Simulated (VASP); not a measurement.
```yaml
crystal:
  lattice:
    - [-1.48846, 1.48846, 1.48846]
    - [1.48846, -1.48846, 1.48846]
    - [1.48846, 1.48846, -1.48846]
  atoms:
    - { symbol: V, position: [0.00000, 0.00000, 0.00000] }
```

Computed with MS2 meta-GGA, VASP's PBE PAW potentials (set 64) (plane waves; VASP). Settings: 520 eV cut-off, 15×15×15 Γ-centred mesh, first-order Methfessel-Paxton smearing of 0.10 eV, potentials V_sv.

Problem. Predict the energy per atom (σ→0), band gap (on the k-mesh) with the smallest direct gap where there is one.

Solution. 
```
Item                                                        Result
------------------------  ----------------------------------------
band gap (on the k-mesh)  none (metal, semimetal or under 0.01 eV)
energy per atom (σ→0)                              -13.380 eV/atom
```

The absolute energy has meaning only against runs of the same code, potentials and settings.

The compound is V in the bcc structure. It was relaxed first, which changed the volume by -5 %. The start is the result of an earlier pass. The run is not spin-polarised, so no magnetic state was tried.
